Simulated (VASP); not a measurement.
An input for Ansatz (written as the equivalent of a VASP run, and not itself run):

Ansatz 0.2 input:
```yaml
crystal:
  lattice:
    - [0.0000000, 2.4390733, 2.4390733]
    - [2.4390733, 0.0000000, 2.4390733]
    - [2.4390733, 2.4390733, 0.0000000]
  atoms:
    - { symbol: Be, position: [1.0000000, 1.0000000, 1.0000000] }
    - { symbol: S, position: [0.2500000, 0.2500000, 0.2500000] }
kpoints:
  mp_grid: { grid: [8, 8, 8] }
hamiltonian:
  xc: pbe
  pseudopotentials: { kind: paw }
scf:
  occupations: { method: gaussian, width: 0.05 }
  max_iter: 100
output: { forces: true, stress: true, eigenvalues: true }
```

Write the VASP files for the same calculation (PBE).

One answer among several that fit: 
### POSCAR
```
BeS
1.0
  0.0000000000   2.4390732849   2.4390732849
  2.4390732849   0.0000000000   2.4390732849
  2.4390732849   2.4390732849   0.0000000000
Be S
1 1
direct
  1.0000000000   1.0000000000   1.0000000000
  0.2500000000   0.2500000000   0.2500000000
```

File KPOINTS:
```
K-points
0
Gamma
  8 8 8
```

**INCAR**
```
# general
SYSTEM  =  BeS
PREC    =  Accurate
ENCUT   =  480   # plane-wave cut-off (eV)
LREAL   =  .FALSE.   # projection in real space or not
LASPH   =  .TRUE.   # aspherical one-centre terms

# electronic loop
EDIFF   =  1E-7   # SCF stop (eV)
NELM    =  100
ALGO    =  Normal

# smearing
ISMEAR  =  0   # Gaussian
SIGMA   =  0.05   # width (eV)

# functional
GGA     =  PE

# ions
ISIF    =  2   # forces and stress, cell fixed

# output
LWAVE   =  .FALSE.
LCHARG  =  .FALSE.
```

POTCAR, in this order: Be S (PBE.64 set). Program: vasp_std.

Limits of the translation: each code has its own PAW files, so the cut-off isn't converted (ENCUT is set for VASP's; basis.ecutwfc is left out, and Ansatz then takes the one that its files recommend); Ansatz stops its SCF on the density residual and VASP on the energy change (EDIFF).

The compound is BeS in the zinc blende structure. It was relaxed first.
